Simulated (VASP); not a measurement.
A cell of Dy (hcp) near equilibrium:

```
Dy
1.0
    1.81989    -3.15213     0.00000
    1.81989     3.15213     0.00000
    0.00000     0.00000     5.57130
Dy
2
Cartesian
  1.81989   1.05071   1.39282
  1.81989  -1.05071   4.17847
```

Method: r2SCAN meta-GGA, VASP's PBE PAW potentials (set 64) (plane waves; VASP).

The 4f electrons are frozen in the core of the lanthanide potential, so 4f levels, which can set the real gap, and their magnetism are missing.

```csv
run,ΔE (meV/atom),σxx,σyy,σzz,"largest shear component, with its sign (GPa)",largest force (eV/Å)
as it is,0.0,0.07,0.07,0.05,0.00,0.000
after one change,11.7,0.14,0.14,0.31,0.00,0.467
```
Stress is in GPa, positive when the cell is compressed.

**Question.** Which change was made?
(A) atom 2 (Dy) moved by 0.150 Å along y
(B) atom 2 (Dy) moved by 0.100 Å along z
(C) isotropic strain of -4.0 %
(D) biaxial strain of +2.0 % in the xz plane

**Answer.** B, atom 2 (Dy) moved by 0.100 Å along z

The compound is Dy in the hcp structure.
